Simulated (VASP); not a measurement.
```xyz
1
Lattice="-1.7450 1.7450 1.7450 1.7450 -1.7450 1.7450 1.7450 1.7450 -1.7450" Properties=species:S:1:pos:R:3 pbc="T T T"
Li     0.0000     0.0000     0.0000
```

The numbers are results of PBE GGA, VASP's PBE PAW potentials (set 64) (plane waves; VASP), not measurements. Settings: 400 eV cut-off, 17×17×17 Γ-centred mesh, Fermi-Dirac smearing of 0.14 eV, potentials Li_sv.

Task: Give the energies of bands 2 to 4 at the high-symmetry points, in eV from the Fermi level.

Result: 
| band | Γ | H | N | P |
|---|---|---|---|---|
| 2 | -3.44 | 5.32 | 0.22 | 3.26 |
| 3 | 14.08 | 5.32 | 3.22 | 3.26 |
| 4 | 14.08 | 5.32 | 9.99 | 3.26 |

It has no gap at this level: it comes out as a metal or semimetal.

The structure is a typed Li crystal (Im-3m). The cell was not relaxed at this level.
